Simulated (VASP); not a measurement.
Method: PBEsol GGA, VASP's PBE PAW potentials (set 64) (plane waves; VASP 6.6.1).

VASP input:

### INCAR
```
SYSTEM = TiB2
PREC = Accurate; ENCUT = 620; LREAL = .FALSE.
LASPH = .TRUE.
EDIFF = 1E-6; NELM = 100; ALGO = Normal
LMAXMIX = 4
ISMEAR = 1; SIGMA = 0.1
GGA = PS
IBRION = 2; NSW = 40; ISIF = 3
EDIFFG = -0.02; PSTRESS = 200
LWAVE = .FALSE.; LCHARG = .FALSE.
```

POSCAR:
```
TiB2
1
    1.4940041812    -2.5876911765     0.0000000000
    1.4940041812     2.5876911765     0.0000000000
    0.0000000000     0.0000000000     3.1383757698
Ti B
1 2
Direct
  0.0000000000   0.0000000000   0.0000000000
  0.3333330000   0.6666670000   0.5000000000
  0.6666670000   0.3333330000   0.5000000000
```

KPOINTS:
```
K-points
0
gamma
12 12 10
0 0 0
```

POTCAR, in this order: Ti_sv B (PBE.64 set). Program: vasp_std.

Energy and stress use the plane-wave basis of the starting cell.

**Question.** Predict the energy per atom (σ→0), volume per atom, band gap (on the k-mesh).

**Answer.** 
| Item | Value |
|---|---|
| energy per atom (σ→0) | -826.4 kJ/mol of atoms |
| band gap (on the k-mesh) | none (metal, semimetal or under 0.01 eV) |
| volume per atom | 7.84 Å^3/atom |

### OSZICAR
```
...
   4 F= -.22761778E+02 E0= -.22761600E+02  d E =-.237404E-01
       N       E                     dE             d eps       ncg     rms          rms(c)
DAV:   1    -0.256973588858E+02    0.25787E-03   -0.42031E-02  3229   0.334E+00    0.209E-01
DAV:   2    -0.256968871573E+02    0.47173E-03   -0.19625E-03  3014   0.459E-01    0.118E-01
DAV:   3    -0.256966426410E+02    0.24452E-03   -0.40799E-04  3733   0.260E-01    0.166E-02
DAV:   4    -0.256966431628E+02   -0.52181E-06   -0.25930E-05  3092   0.599E-02    0.991E-03
DAV:   5    -0.256966428426E+02    0.32022E-06   -0.18497E-06  2698   0.175E-02
   5 F= -.22762170E+02 E0= -.22762061E+02  d E =-.391979E-03
```

The compound is TiB2 in the AlB2 type structure. This run relaxes it under an external pressure of 20 GPa. Symmetry was kept, so distortions that lower it aren't found.
